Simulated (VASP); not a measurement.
Given:

```
CELL_PARAMETERS angstrom
      1.56081    -2.70340     0.00000
      1.56081     2.70340     0.00000
      0.00000     0.00000     4.99961
ATOMIC_POSITIONS crystal
  Al 0.66667 0.33333 0.50007
  Al 0.33333 0.66667 0.00007
  N  0.66667 0.33333 0.88193
  N  0.33333 0.66667 0.38193
```

Method: rev-vdW-DF2, VASP's PBE PAW potentials (set 64) (plane waves; VASP 6.6.1). Settings: 520 eV cut-off, 9×9×5 Γ-centred mesh, tetrahedra with Blöchl corrections, potentials Al N.

The cores are frozen, which limits the accuracy of field gradients.

**Question.** Give the principal components of the electric field gradient (V/Å²) and the asymmetry η at each nucleus.

**Answer.** 
```tsv
atom	Vxx	Vyy	Vzz	η
Al1	-2.5	-2.5	5.0	0.00
Al2	-2.5	-2.5	5.0	0.00
N3	0.0	0.0	-0.1	-
N4	0.0	0.0	-0.1	-
```

The compound is AlN in the wurtzite structure. It was relaxed first.
